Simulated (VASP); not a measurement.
The system is C.

```
C
1.0
     2.46100    0.00000    0.00000
    -1.23050    2.13129    0.00000
     0.00000    0.00000    6.97632
C
4
Direct
  0.00000 0.00000 0.25000
  0.33333 0.66667 0.25000
  0.00000 0.00000 0.75000
  0.66667 0.33333 0.75000
```

The cell was built by a generator and needn't be a form met in nature.

Base run:

```yaml
Program: VASP 6.6.1
Functional: PBE
Potentials_or_basis: VASP PAW PBE potentials, release 64 (C)
Cutoff: 520 eV
k_mesh: 16 × 16 × 4
Occupations: fermi-dirac, width 0.05 eV
Spin: no spin polarisation
```

Its results: band gap on the k mesh 0.68 eV, direct; pressure 2.8 GPa.

Task: After a change of settings the same cell gave: band gap on the k mesh 0.66 eV, direct; pressure 1.3 GPa. Which change was it?
A. functional from PBE to LDA; potentials or basis from VASP PAW PBE potentials, release 64 (C) to VASP PAW LDA potentials, release 64 (C)
B. functional from PBE to optB88-vdW
C. functional from PBE to PBEsol
D. functional from PBE to r2SCAN

Result: B.

Caveats: this functional lacks dispersion, which binds the layers, so the pressure and a relaxed spacing across them are unreliable (some runs); the PAW data sets were made with another functional, which shifts forces and pressure a little (some runs).

Not every run made on this cell is shown here.
